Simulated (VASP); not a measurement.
Method: PBEsol GGA, VASP's PBE PAW potentials (set 64) (plane waves; VASP 6.6.1).

Input for VASP

### KPOINTS
```
k-points along high-symmetry lines
15
Line-mode
Reciprocal
  0.000000   0.000000   0.000000 ! GAMMA
 -0.500000  -0.500000   0.000000 ! X

 -0.500000  -0.500000   0.000000 ! X
 -0.375000  -0.375000   0.250000 ! U

 -0.375000  -0.000000   0.375000 ! K
  0.000000   0.000000   0.000000 ! GAMMA

  0.000000   0.000000   0.000000 ! GAMMA
 -0.000000  -0.000000   0.500000 ! L

 -0.000000  -0.000000   0.500000 ! L
 -0.500000  -0.250000   0.250000 ! W

 -0.500000  -0.250000   0.250000 ! W
 -0.500000  -0.500000   0.000000 ! X
```

File POSCAR:
```
CuI
4.2044190
  0.0000000000   0.7071068147   0.7071068147
  0.7071068147   0.0000000000   0.7071068147
  0.7071068147   0.7071068147   0.0000000000
Cu I
1 1
Cart
  0.0000000000   0.0000000000   0.0000000000
  0.3535534073   0.3535534073   0.3535534073
```

INCAR:
```
LWAVE = .FALSE.
LMAXMIX = 4
LORBIT = 11
SIGMA = 0.05
SYSTEM = CuI
GGA = PS   # PBEsol
LASPH = .TRUE.   # aspherical one-centre terms
LREAL = .FALSE.
NELM = 100
ENCUT = 520   # plane-wave cut-off (eV)
EDIFF = 1E-7
ISMEAR = 0   # Gaussian
PREC = Accurate
LCHARG = .FALSE.
ICHARG = 11   # fixed density
ALGO = Normal   # blocked Davidson
```

POTCAR, in this order: Cu I (PBE.64 set). Program: vasp_std. Read from the step before: CHGCAR.

The run wrote:

**OSZICAR**
```
       N       E                     dE             d eps       ncg     rms          rms(c)
DAV:   1     0.106844928472E+03    0.10684E+03   -0.81497E+03  2340   0.151E+03
DAV:   2     0.282368900035E+01   -0.10402E+03   -0.97832E+02  2360   0.274E+02
DAV:   3    -0.519122827767E+01   -0.80149E+01   -0.77893E+01  3181   0.839E+01
DAV:   4    -0.544953270913E+01   -0.25830E+00   -0.25816E+00  2951   0.138E+01
DAV:   5    -0.545683135477E+01   -0.72986E-02   -0.72985E-02  3272   0.238E+00
DAV:   6    -0.545704669002E+01   -0.21534E-03   -0.21533E-03  3135   0.369E-01
DAV:   7    -0.545704956101E+01   -0.28710E-05   -0.28710E-05  3355   0.386E-02
DAV:   8    -0.545704960699E+01   -0.45978E-07   -0.45974E-07  2964   0.453E-03
   1 F= -.54570496E+01 E0= -.54570496E+01  d E =-.358037E-13
```

**OUTCAR**
```
 val. band max:        4.9334090605   @ k =   0.0000   0.0000   0.0000

 cond. band min:       6.1202910154   @ k =   0.0000   0.0000   0.0000



 k-point     1 :       0.0000    0.0000    0.0000
  band No.  band energies     occupation
      1      -9.4158      2.00000
      2       1.0121      2.00000
      3       1.0121      2.00000
      4       1.0121      2.00000
      5       2.8047      2.00000
      6       2.8047      2.00000
      7       4.9334      2.00000
      8       4.9334      2.00000
      9       4.9334      2.00000
     10       6.1203      0.00000
     11       9.6967      0.00000
     12       9.6967      0.00000
     13       9.6967      0.00000

 k-point     2 :      -0.0357   -0.0357    0.0000
  band No.  band energies     occupation
      1      -9.4064      2.00000
      2       0.9822      2.00000
      3       1.0109      2.00000
      4       1.0109      2.00000
      5       2.8015      2.00000
      6       2.8059      2.00000
      7       4.8369      2.00000
      8       4.9000      2.00000
      9       4.9000      2.00000
     10       6.2600      0.00000
     11       9.6204      0.00000
     12       9.7513      0.00000
     13       9.7513      0.00000

 k-point     3 :      -0.0714   -0.0714    0.0000
  band No.  band energies     occupation
      1      -9.3786      2.00000
      2       0.8950      2.00000
      3       1.0076      2.00000
      4       1.0076      2.00000
      5       2.7923      2.00000
      6       2.8094      2.00000
      7       4.6314      2.00000
      8       4.8051      2.00000
      9       4.8051      2.00000
     10       6.5896      0.00000
     11       9.4199      0.00000
     12       9.9099      0.00000
     13       9.9099      0.00000

 k-point     4 :      -0.1071   -0.1071    0.0000
  band No.  band energies     occupation
      1      -9.3333      2.00000
      2       0.7572      2.00000
      3       1.0023      2.00000
      4       1.0023      2.00000
...
```

The density is held fixed in this step, so its total energy and stress have no physical meaning. Unless said otherwise, spin-orbit coupling is left out, though it shifts the bands of the heavy elements here.

The compound is CuI in the zinc blende structure. It was relaxed first, which changed the volume by -5 %.
